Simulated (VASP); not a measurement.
Given:

```
AsB
1.0
    0.00000     2.39476     2.39476
    2.39476     0.00000     2.39476
    2.39476     2.39476     0.00000
B As
1 1
Cartesian
  0.00000   0.00000   0.00000
  1.19738   1.19738   1.19738
```

The numbers are results of PBE GGA with D3 dispersion (zero damping), VASP's PBE PAW potentials (set 64) (plane waves; VASP), not measurements. Settings: 520 eV cut-off, 11×11×11 Γ-centred mesh, tetrahedra with Blöchl corrections, potentials B As.

### Question
Estimate the energy per atom (σ→0).

### Answer

| Property | Result |
|---|---|
| energy per atom (σ→0) | -5.894 eV/atom |

Only differences to runs with the same potentials and settings are physical.

The compound is BAs in the zinc blende structure. It was relaxed first.
